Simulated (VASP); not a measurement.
# A VASP study of MnGa4 (optB86b-vdW): structure first, properties next, part 2 of 8

Wanted: the relaxed cell of MnGa4 and its properties. The start is a computed cell from the Materials Project.

VASP 6.6.1, plane waves and PAW; the level of theory is named at each step.

So far. Step 2 (Magnetic order: ferromagnetic): The run ends ferromagnetic with a largest moment of 0.54 μB, and the mesh shows no gap.

### 3. Magnetic order: antiferromagnetic, q = (0, 0, 1/2)

This step: optB86b-vdW, spin-polarised from an antiferromagnetic start; plane waves and PAW (Mn_pv, Ga_d) (VASP 6.6.1).

System of this step: MnGa4. The structure is cubic, space group Im-3m (No. 229). The conventional cell has a = 5.544 Å, b = 5.544 Å, c = 5.544 Å, α = 90.00°, β = 90.00°, γ = 90.00°. Nearest to Mn lie 8 Ga at 2.40 Å. Nearest to Ga lie 2 Mn at 2.40 Å. Ga has 2 Mn at 2.40 Å nearest. Farther neighbours are not listed.

Next, a pattern with opposite moments, which needs a doubled cell; q is given in the reciprocal vectors of the primitive cell.

The input, INCAR:

```
SYSTEM = MnGa4
PREC = Accurate
ENCUT = 400
EDIFF = 1E-06
NELM = 100
ISMEAR = 1
SIGMA = 0.2
LREAL = .FALSE.
ALGO = Normal
GGA = MK
AGGAC = 0
LUSE_VDW = .TRUE.
PARAM1 = 0.1234
PARAM2 = 1
LASPH = .TRUE.
NBANDS = 85
ISPIN = 2
MAGMOM = 4 -4 0 0 0 0 0 0 0 0
LMAXMIX = 4
LORBIT = 11
LWAVE = .FALSE.
LCHARG = .FALSE.
KPAR = 8
ISIF = 2
```

The input, POSCAR:

```
MnGa4
1.0
   -2.7718643900      2.7718643900      2.7718643900
    2.7718643900     -2.7718643900      2.7718643900
    5.5437287800      5.5437287800     -5.5437287800
Mn Ga
2 8
Direct
    0.0000000000      0.0000000000      0.0000000000
    0.0000000000      0.0000000000      0.5000000000
    0.0000000000      0.0000000000      0.2500000000
    0.0000000000      0.0000000000      0.7500000000
    0.0000000000      0.5000000000      0.0000000000
    0.0000000000      0.5000000000      0.5000000000
    0.5000000000      0.0000000000      0.0000000000
    0.5000000000      0.0000000000      0.5000000000
    0.5000000000      0.5000000000      0.2500000000
    0.5000000000      0.5000000000      0.7500000000
```

The input, KPOINTS:

```
Automatic mesh
0
Gamma
6 6 6
0 0 0
```

PAW data sets: Mn_pv and Ga_d (PBE family, release 64).

Run with:

```bash
> mpirun -np 8 vasp_std
```

The log of the run:

```text
[banner, memory and clock lines left out]
running    8 mpi-ranks, on    1 nodes
 distrk:  each k-point on    1 cores,    8 groups
 distr:  one band on    1 cores,    1 groups

 POSCAR found type information on POSCAR MnGa
 POSCAR found :  2 types and      10 ions
 [... a notice as in an earlier step ...]

 [... a notice as in an earlier step ...]

 [... a notice as in an earlier step ...]

 LDA part: xc-table for (Slater+PW92), standard interpolation
 POSCAR, INCAR and KPOINTS ok, starting setup
 FFT: planning ... GRIDC
 FFT: planning ... GRID_SOFT
 FFT: planning ... GRID
 WAVECAR not read
 entering main loop
       N       E                     dE             d eps       ncg     rms          rms(c)
DAV:   1     0.134726460857E+04    0.13473E+04   -0.49876E+04 19007   0.249E+03
DAV:   2     0.236986967885E+03   -0.11103E+04   -0.10580E+04 17680   0.678E+02
DAV:   3     0.591500090988E+01   -0.23107E+03   -0.21863E+03 19723   0.217E+02
DAV:   4    -0.102840717591E+02   -0.16199E+02   -0.15834E+02 20833   0.604E+01
DAV:   5    -0.108391808704E+02   -0.55511E+00   -0.55364E+00 22277   0.122E+01    0.249E+01
DAV:   6    -0.171250381828E+02   -0.62859E+01   -0.26870E+01 18805   0.269E+01    0.311E+01
DAV:   7    -0.109856513066E+02    0.61394E+01   -0.23697E+01 18686   0.299E+01    0.129E+01
DAV:   8    -0.102342599692E+02    0.75139E+00   -0.33139E+00 18862   0.864E+00    0.504E+00
DAV:   9    -0.102642066936E+02   -0.29947E-01   -0.34491E-01 20553   0.268E+00    0.216E+00
DAV:  10    -0.102763045879E+02   -0.12098E-01   -0.26669E-01 19720   0.338E+00    0.119E+00
DAV:  11    -0.102782800363E+02   -0.19754E-02   -0.38774E-02 20248   0.199E+00    0.440E-01
DAV:  12    -0.102796832330E+02   -0.14032E-02   -0.86205E-03 22214   0.886E-01    0.212E-01
DAV:  13    -0.102803329545E+02   -0.64972E-03   -0.19560E-03 20652   0.568E-01    0.143E-01
DAV:  14    -0.102806367086E+02   -0.30375E-03   -0.12329E-03 21547   0.191E-01    0.105E-01
DAV:  15    -0.102807269164E+02   -0.90208E-04   -0.22595E-04 20680   0.935E-02    0.998E-02
DAV:  16    -0.102809414395E+02   -0.21452E-03   -0.87408E-04 20555   0.187E-01    0.864E-02
DAV:  17    -0.102811918001E+02   -0.25036E-03   -0.33055E-03 19738   0.204E-01    0.586E-02
DAV:  18    -0.102813282525E+02   -0.13645E-03   -0.10544E-03 20867   0.183E-01    0.413E-02
DAV:  19    -0.102814168543E+02   -0.88602E-04   -0.15967E-03 20416   0.125E-01    0.290E-02
DAV:  20    -0.102814825470E+02   -0.65693E-04   -0.86163E-04 21739   0.737E-02    0.224E-02
DAV:  21    -0.102815048841E+02   -0.22337E-04   -0.70840E-05 19242   0.364E-02    0.177E-02
DAV:  22    -0.102815059472E+02   -0.10631E-05   -0.14408E-06 12924   0.524E-03    0.173E-02
DAV:  23    -0.102814983828E+02    0.75644E-05   -0.19232E-05 14556   0.172E-02    0.211E-02
DAV:  24    -0.102814450563E+02    0.53326E-04   -0.43923E-04 17049   0.908E-02    0.493E-02
DAV:  25    -0.102814348318E+02    0.10225E-04   -0.72574E-05 18235   0.343E-02    0.533E-02
DAV:  26    -0.102814494855E+02   -0.14654E-04   -0.38136E-05 15428   0.328E-02    0.451E-02
DAV:  27    -0.102814943854E+02   -0.44900E-04   -0.26780E-03 19537   0.219E-01    0.267E-02
DAV:  28    -0.102815423861E+02   -0.48001E-04   -0.89157E-04 20990   0.122E-01    0.391E-02
DAV:  29    -0.102815653271E+02   -0.22941E-04   -0.80718E-05 19856   0.322E-02    0.283E-02
DAV:  30    -0.102815704186E+02   -0.50915E-05   -0.31497E-04 16577   0.653E-02    0.450E-02
DAV:  31    -0.102815756376E+02   -0.52191E-05   -0.17649E-05 15840   0.145E-02    0.430E-02
DAV:  32    -0.102815776479E+02   -0.20103E-05   -0.57739E-05 16976   0.274E-02    0.492E-02
DAV:  33    -0.102815770252E+02    0.62271E-06   -0.10845E-05 13311   0.142E-02    0.463E-02
DAV:  34    -0.102815814921E+02   -0.44669E-05   -0.28625E-04 15599   0.502E-02    0.483E-02
DAV:  35    -0.102815865468E+02   -0.50547E-05   -0.13750E-04 17494   0.343E-02    0.497E-02
DAV:  36    -0.102815910182E+02   -0.44714E-05   -0.12488E-05 14338   0.273E-02    0.364E-02
DAV:  37    -0.102815943622E+02   -0.33440E-05   -0.84821E-05 15414   0.248E-02    0.320E-02
DAV:  38    -0.102815973825E+02   -0.30203E-05   -0.86162E-05 16400   0.317E-02    0.274E-02
DAV:  39    -0.102815984043E+02   -0.10219E-05   -0.28907E-04 15434   0.470E-02    0.239E-02
DAV:  40    -0.102816035576E+02   -0.51532E-05   -0.12040E-04 19123   0.288E-02    0.196E-02
DAV:  41    -0.102816054476E+02   -0.18901E-05   -0.14402E-05 13485   0.163E-02    0.163E-02
DAV:  42    -0.102816044449E+02    0.10028E-05   -0.19706E-05 15075   0.130E-02    0.153E-02
DAV:  43    -0.102816060710E+02   -0.16262E-05   -0.11088E-04 14929   0.383E-02    0.132E-02
DAV:  44    -0.102816065397E+02   -0.46869E-06   -0.92808E-06 12584   0.136E-02
   1 F= -.10281607E+02 E0= -.10277449E+02  d E =-.124736E-01  mag=    -0.0000
```

Wall time 6.8 min (8 MPI ranks of AMD EPYC 9R45, shared host); peak memory 9.1 GiB; 54 min of CPU time.

Parts of OUTCAR (step 3):

```text
  LATTYP: Found a base centered orthorhombic cell.
 ALAT       =     5.5437287800
 B/A-ratio  =     1.4142135624
 C/A-ratio  =     1.4142135624

 Subroutine GETGRP returns: Found  8 space group operations
 (whereof  8 operations were pure point group operations)

The static configuration has the point symmetry D_2h.

 Found     52 irreducible k-points:

   k-points           NKPTS =     52   k-points in BZ     NKDIM =     52   number of bands    NBANDS=     85

   dimension x,y,z NGX =    32 NGY =   32 NGZ =   64
   dimension x,y,z NGXF=    64 NGYF=   64 NGZF=  128

   ENCUT  =  400.0 eV  29.40 Ry    5.42 a.u.   7.83  7.83 15.66*2*pi/ulx,y,z

   NELECT =     130.0000    total number of electrons

 E-fermi :   6.2428

 spin component 1
 k-point     1 :       0.0000    0.0000    0.0000
  band No.  band energies     occupation
    ...
     63       5.0443      1.00000
     64       5.0460      1.00000
     65       5.0464      1.00000
     66       5.0468      1.00000
     67       5.0479      1.00000
     68       6.7068     -0.00249
     69       6.7307     -0.00151
     70       7.2783     -0.00000
     71       7.6423     -0.00000
     72       7.6426     -0.00000
    ...

 k-point     2 :       0.1667    0.0000    0.0000
  band No.  band energies     occupation
    ...
     63       4.6276      1.00000
     64       4.6576      1.00000
     65       5.6432      1.00009
     66       5.7601      1.00169
     67       5.9452      1.02819
     68       6.5433     -0.02754
     69       6.9625     -0.00000
     70       7.3048     -0.00000
     71       7.8880     -0.00000
     72       8.1176     -0.00000
    ...

 k-point     3 :       0.3333    0.0000    0.0000
  band No.  band energies     occupation
    ...
     60       4.2583      1.00000
     61       4.3599      1.00000
     62       4.4127      1.00000
     63       4.5854      1.00000
     64       4.6565      1.00000
     65       6.4970     -0.03515
     66       6.5158     -0.03297
     67       6.5441     -0.02737
     68       6.5618     -0.02329
     69       6.9626     -0.00000
    ...

 k-point     4 :       0.5000    0.0000    0.0000
  band No.  band energies     occupation
    ...
     60       4.2208      1.00000
     61       4.4702      1.00000
     62       4.4736      1.00000
     63       4.5887      1.00000
     64       4.6189      1.00000
     65       6.7032     -0.00268
     66       6.7058     -0.00254
     67       6.7258     -0.00168
     68       6.7388     -0.00127
     69       7.2785     -0.00000
    ...

Total vdW correction in eV:     25.3888248

  Total       -0.6585359     -0.6585359     -0.6338973      0.0170530      0.0000000      0.0000000
  in kB       -6.1927578     -6.1927578     -5.9610607      0.1603634      0.0000000      0.0000000
  external PRESSURE =      -6.1155254 kB  Pullay stress =       0.0000000 kB

  energy-cutoff  :      400.00
  volume of cell :      170.38
      direct lattice vectors                 reciprocal lattice vectors
    -2.771864390  2.771864390  2.771864390     0.000000000  0.180384005  0.180384005
     2.771864390 -2.771864390  2.771864390     0.180384005  0.000000000  0.180384005
     5.543728780  5.543728780 -5.543728780     0.090192003  0.090192003  0.000000000

 POSITION                                       TOTAL-FORCE (eV/Angst)
 -----------------------------------------------------------------------------------
      0.00000      0.00000      0.00000        -0.000000      0.000000      0.000000
      2.77186      2.77186     -2.77186         0.000000      0.000000      0.000000
      1.38593      1.38593     -1.38593        -0.000000      0.000000     -0.000000
      4.15780      4.15780     -4.15780        -0.000000      0.000000      0.000000
      1.38593     -1.38593      1.38593        -0.000000     -0.000000     -0.000000
      4.15780      1.38593     -1.38593         0.000000     -0.000000      0.000000
     -1.38593      1.38593      1.38593         0.000000      0.000000      0.000000
      1.38593      4.15780     -1.38593         0.000000     -0.000000     -0.000000
      1.38593      1.38593      1.38593         0.000000     -0.000000      0.000000
      4.15780      4.15780     -1.38593         0.000000      0.000000     -0.000000
 -----------------------------------------------------------------------------------
    total drift:                                0.000000      0.000000      0.000000

  FREE ENERGIE OF THE ION-ELECTRON SYSTEM (eV)
  ---------------------------------------------------
  free  energy   TOTEN  =       -10.2816065397 eV

  energy  without entropy=      -10.2691328898  energy(sigma->0) =      -10.27744866

Total vdW correction in eV:     25.3888762

 total charge
# of ion       s       p       d       tot
------------------------------------------
    1        0.333   6.358   5.339  12.031
    2        0.333   6.358   5.339  12.031
    3        0.958   0.763   9.974  11.695
    4        0.958   0.763   9.974  11.695
    5        0.958   0.763   9.973  11.695
    6        0.958   0.763   9.973  11.695
    7        0.958   0.763   9.973  11.695
    8        0.958   0.763   9.973  11.695
    9        0.958   0.763   9.974  11.695
   10        0.958   0.763   9.974  11.695
--------------------------------------------------
tot          8.331  18.823  90.467 117.622

 magnetization (x)
# of ion       s       p       d       tot
------------------------------------------
    1        0.000   0.000   0.045   0.046
    2       -0.000  -0.000  -0.045  -0.046
    3        0.000   0.000   0.000   0.000
    4        0.000   0.000   0.000   0.000
    5       -0.000  -0.001  -0.000  -0.002
    6        0.000   0.001   0.000   0.002
    7       -0.000  -0.001  -0.000  -0.002
    8        0.000   0.001   0.000   0.002
    9        0.000   0.000   0.000   0.000
   10        0.000   0.000   0.000   0.000
--------------------------------------------------
tot          0.000   0.000   0.000   0.000

[... 6 further parts left out ...]
```

This step gave:

| Property | Result |
| --- | --- |
| SCF cycles | 44 |
| electrons | 130 |
| bands | 85 |
| irreducible k-points | 52 |
| symmetry operations | 8 |
| free energy (TOTEN) | -10.28 eV |
| energy at zero smearing | -10.28 eV |
| Fermi energy | 6.243 eV |
| pressure | -0.6116 GPa |

Spin moment in the PAW sphere by atom:

```
atom  spin moment in the PAW sphere (μB)
 Mn1                              0.0460
 Mn2                             -0.0460
 Ga3                              0.0000
 Ga4                              0.0000
 Ga5                             -0.0020
 Ga6                              0.0020
 Ga7                             -0.0020
 Ga8                              0.0020
 Ga9                              0.0000
Ga10                              0.0000
```

The energy lies +5.3 meV an atom from the first pattern. The moments fall under 0.1 μB, and the mesh shows no gap.

(Part 2 of 8 ends here.)

[Lines on the potential files, build, host, timing and source positions are cut from VASP's logs without a mark.]

[Logs are printed without paths, hosts, clocks, repeated set-up lines and the standing remarks that a program may print on its own settings, such as how far it seeks lower states.]

[Hosts, paths, dates, database ids (printed as entryN), source tags and the programs' standing remarks are cut or masked in the printed files.]

[A measured line is paired with the nearest computed mode of its activity, which favours agreement.]
